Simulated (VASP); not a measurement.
Given:

```
CsPbCl3
1.0
    5.00031     0.00000     0.00000
    0.00000     5.00031     0.00000
    0.00000     0.00000     5.00031
Cs Pb Cl
1 1 3
Direct
  0.00000   0.00000   0.00000
  0.50000   0.50000   0.50000
  0.50000   0.00000   0.50000
  0.00000   0.50000   0.50000
  0.50000   0.50000   0.00000
```

Method: PBEsol GGA, VASP's PBE PAW potentials (set 64) (plane waves; VASP). Run with 500 eV cut-off, 6×6×6 Γ-centred mesh, first-order Methfessel-Paxton smearing of 0.10 eV, potentials Cs_sv Pb_d Cl.

### Question
The ions, cell shape and volume at an external pressure of 20.0 GPa are relaxed. What does this cell relax into?

### Answer

```
CsPbCl3
1.0
    4.99419     0.00000     0.00000
    0.00000     4.99419     0.00000
    0.00000     0.00000     4.99419
Cs Pb Cl
1 1 3
Direct
  0.00000   0.00000   0.00000
  0.50000   0.50000   0.50000
  0.50000   0.00000   0.50000
  0.00000   0.50000   0.50000
  0.50000   0.50000   0.00000
```
Space group Pm-3m (221), at a tolerance of 0.03 Å.

### Question
How do energy and volume change from the first to the last step?

### Answer
The energy (σ→0) changes by +11.3 meV/atom and the volume by -0.4 %, in 3 ionic steps.

```tsv
step	E(σ→0) (eV)	max force (eV/Å)	pressure (GPa)	volume (Å³)
1	-16.0467	0.000	19.63	125.02
2	-15.9150	0.000	20.49	123.97
3	-15.9899	0.000	20.00	124.56
```

The compound is CsPbCl3 in the cubic perovskite structure, the ideal cubic form; the compound distorts at low or room temperature. This run relaxes it under an external pressure of 20 GPa. Symmetry was kept, so distortions that lower it aren't found.
